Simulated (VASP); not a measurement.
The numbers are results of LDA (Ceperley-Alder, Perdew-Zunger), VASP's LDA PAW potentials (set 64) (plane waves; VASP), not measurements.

A VASP calculation is set up with these files.

### INCAR
```
SYSTEM  =  TaN
PREC  =  Accurate; ENCUT  =  400; LREAL  =  F
LASPH  =  T
EDIFF  =  1E-8; NELM  =  100; ALGO  =  Normal
LMAXMIX  =  6
ISMEAR  =  -1; SIGMA  =  0.1
IBRION  =  8; NSW  =  1; ISIF  =  2
LWAVE  =  F; LCHARG  =  F
LEPSILON  =  F
```

KPOINTS:
```
Automatic mesh
0
Gamma
9 9 8
0 0 0
```

POSCAR:
```
TaN
2.939940
  1.0000000000   0.0000000000   0.0000000000
 -0.5000000000   0.8660254971   0.0000000000
  0.0000000000   0.0000000000   0.9830744845
Ta N
1 1
Cartesian
  0.0000000000   0.0000000000   0.4915372423
  0.5000005000   0.2886748770   0.0000000000
```

POTCAR, in this order: Ta_pv N (LDA.64 set). Program: vasp_std.

At this cut-off the stress carries a Pulay error, which pulls relaxed volumes low. Unless said otherwise, spin-orbit coupling is left out, though it shifts the bands of the heavy elements here.

Question: Predict the energy per atom (σ→0), pressure, band gap (on the k-mesh).

Answer: 
```json
{
 "energy per atom (σ→0)": "-12349 meV/atom",
 "band gap (on the k-mesh)": "none (metal, semimetal or under 0.01 eV)",
 "pressure": "-14.37 GPa"
}
```

### OSZICAR
```
...
RMM:   7    -0.229921928978E+00    0.13305E-04    0.29073E-08  3305   0.359E-03    0.477E-04
RMM:   8    -0.229926016941E+00   -0.40880E-05   -0.53434E-07  3424   0.130E-03    0.224E-04
RMM:   9    -0.229925340929E+00    0.67601E-06    0.10511E-07  3456   0.403E-04    0.521E-05
RMM:  10    -0.229924809378E+00    0.53155E-06   -0.10478E-07  3605   0.145E-04    0.159E-05
RMM:  11    -0.229924894259E+00   -0.84881E-07   -0.23611E-08  3675   0.392E-05    0.563E-06
RMM:  12    -0.229924905244E+00   -0.10984E-07    0.12304E-08  3883   0.148E-05    0.135E-06
RMM:  13    -0.229924903654E+00    0.15900E-08   -0.51566E-10  2946   0.734E-06    0.595E-07
 Linear response finished
```

The structure comes from a computed database's TaN entry (P-6m2); how it stands against other phases isn't given here. The cell was not relaxed at this level. The run is one of a series of settings (EDIFF = 1E-8, GGA removed, IBRION = 8, LEPSILON = .FALSE., NSW = 1, POTCAR Ta_pv N (LDA.64 set) against the base run), some of them coarse on purpose.
